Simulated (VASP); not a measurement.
**SrTiO3: shear stress against shear**

SrTiO3 (cubic perovskite, Pm-3m, 11.514 Å³/atom and stress up to 0.23 GPa in the relaxed cell, cube axes along x, y and z) under an engineering shear γ in the xy plane. LDA in VASP (plane waves, PAW), 600 eV, 8×8×8 Γ-centred mesh, Gaussian smearing 0.05 eV; ions are relaxed, or left where forces stay under 0.02 eV/Å, within the symmetry of each cell. Stress is positive for a compressed cell.

Here s stands for strain and y for shear stress.

```
strain (%)  shear stress (GPa)
----------  ------------------
0.00                      0.00
0.50                     -0.59
1.00                     -1.18
1.50                     -1.78
3.00                         ?
```

Q: Fit y against s with a straight line, and predict the withheld value at s = 3.00.

A: Means: s 0.75000, y -0.887. About the means, the sum of products is -1.4825 and the sum of squares of s is 1.2500; the slope is their ratio. Least squares gives y = 0.002 - 1.1860·s. Residuals (row less fit): -0.002, 0.001, 0.004, -0.003; standard error 0.004 (degrees of freedom: 2). The slope gives the elastic constant C44 = 118.6 ± 0.3 GPa (± standard error of the fit, which holds the terms cut off). At the withheld row, y = 0.002 - 1.1860 × 3.0 = -3.556 GPa. The calculation gives -3.56 GPa, which the fit meets to the printed digits. The row lies outside the fitted rows, so this is an extrapolation. The scatter of the fitted rows lies at the last printed digit.

The primitive cell can neither tilt nor turn polar against its symmetry, as such crystals can under strain. SrTiO3 is here the ideal cubic form; the compound distorts at low or room temperature. Rows are the converged runs of the series near zero and its far end, less any whose ions stayed unrelaxed beside relaxed ones; series whose fitted rows scatter by over a few per cent of the range, as at a crossing or softening among them, aren't shown in this form. Most that stay on the fit to the last digits aren't either.
